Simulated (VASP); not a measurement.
**GaHg$_{3}$ (space group I4/mmm): computed properties**

Calculation: PBEsol GGA, VASP's PBE PAW potentials (set 64) (plane waves; VASP).

```yaml
space_group: I4/mmm (139)
cell: a = b = 4.5888 Å, c = 8.4932 Å, α = β = γ = 90.00°
volume_per_atom: 22.35 Å³/atom
band gap (over mesh and band path): none (metal, semimetal or under 0.01 eV)
density: 12.47 g/cm³
```

```cif
data_Ga2Hg6
_chemical_formula_sum 'Ga2 Hg6'
_space_group_name_H-M_alt 'I4/mmm'
_space_group_IT_number 139
_space_group_name_Hall '-I 4 2'
_cell_length_a 4.58876
_cell_length_b 4.58876
_cell_length_c 8.49321
_cell_angle_alpha 90.000
_cell_angle_beta 90.000
_cell_angle_gamma 90.000
loop_
_atom_site_label
_atom_site_type_symbol
_atom_site_symmetry_multiplicity
_atom_site_Wyckoff_symbol
_atom_site_fract_x
_atom_site_fract_y
_atom_site_fract_z
_atom_site_occupancy
Ga1 Ga 2 a 0.00000 0.00000 0.00000 1
Hg1 Hg 4 d 0.00000 0.50000 0.25000 1
Hg2 Hg 2 b 0.00000 0.00000 0.50000 1
```
(The calculation used a cell of 4 atoms; values per cell refer to that cell.)

Unless said otherwise, spin-orbit coupling is left out, though it shifts the bands of the heavy elements here.

The structure comes from a computed database's GaHg3 entry (I4/mmm); how it stands against other phases isn't given here. It was relaxed first, which changed the volume by -13 %. Symmetry was kept, so distortions that lower it aren't found. The electron count is odd and the run is not spin-polarised, which forces a metal.
